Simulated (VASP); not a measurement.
TePd, 4 atoms in the cell. It takes space group P6_3/mmc (No. 194, hexagonal). The conventional cell has a = 4.177 Å, b = 4.177 Å, c = 5.623 Å, α = 90.00°, β = 90.00°, γ = 120.00°. Te (site symmetry -6m2) has 6 Pd at 2.79 Å as nearest neighbours. Pd (site symmetry -3m) has 6 Te at 2.79 Å and 2 Pd at 2.81 Å as nearest neighbours. 

```yaml
Program: VASP 6.6.1
Task: relaxation of cell and atoms
Functional: PBEsol
Potentials_or_basis: VASP PAW PBE potentials, release 64 (Te, Pd)
Cutoff: 520 eV
k_mesh: 9 × 9 × 6
Occupations: gaussian, width 1 eV
Spin: no spin polarisation
Further_INCAR_settings: ALGO = Fast; EDIFF = 1e-07; IBRION = 2; EDIFFG = -0.002; NSW = 80; ISIF = 3
```

Potentials or basis: VASP PAW PBE potentials, release 64 (Te, Pd).

The run is started by

```bash
$ cat potpaw_PBE.64/Te/POTCAR potpaw_PBE.64/Pd/POTCAR > POTCAR
$ mpirun -np 1 vasp_std > vasp.out
```

Hardware: 1 thread of Intel(R) Xeon(R) Platinum 8375C CPU @ 2.90GHz (Ice Lake), on a shared host.

**Question.** Estimate the wall time of this run.

**Answer.** Run time: 59 s on 1 thread of Intel(R) Xeon(R) Platinum 8375C CPU @ 2.90GHz (Ice Lake), with other jobs on the host, peak memory 0.25 GiB. Counts: scf iterations 19, k points 48, ion steps 1.
